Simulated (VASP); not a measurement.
Input:

```yaml
crystal:
  lattice:
    - [0.00000, 3.46741, 3.46741]
    - [3.46741, 0.00000, 3.46741]
    - [3.46741, 3.46741, 0.00000]
  atoms:
    - { symbol: Rb, position: [0.00000, 0.00000, 0.00000] }
    - { symbol: Br, position: [0.50000, 0.50000, 0.50000] }
```

The numbers are results of vdW-DF2, VASP's PBE PAW potentials (set 64) (plane waves; VASP), not measurements. Numerical set-up: 520 eV cut-off, 7×7×7 Γ-centred mesh, Gaussian smearing of 0.050 eV, potentials Rb_sv Br.

### Question
What does the run give for the energy per atom (σ→0), band gap (on the k-mesh) with the smallest direct gap where there is one?

### Answer

```
Property                                     Result
-----------------------------------  --------------
band gap (on the k-mesh)                    3.88 eV
smallest direct gap (on the k-mesh)         3.88 eV
energy per atom (σ→0)                -1.343 eV/atom
```

The absolute energy has meaning only against runs of the same code, potentials and settings.

The compound is RbBr in the rock salt structure. This cell is one point of a volume scan, at 0.97 of the reference volume.
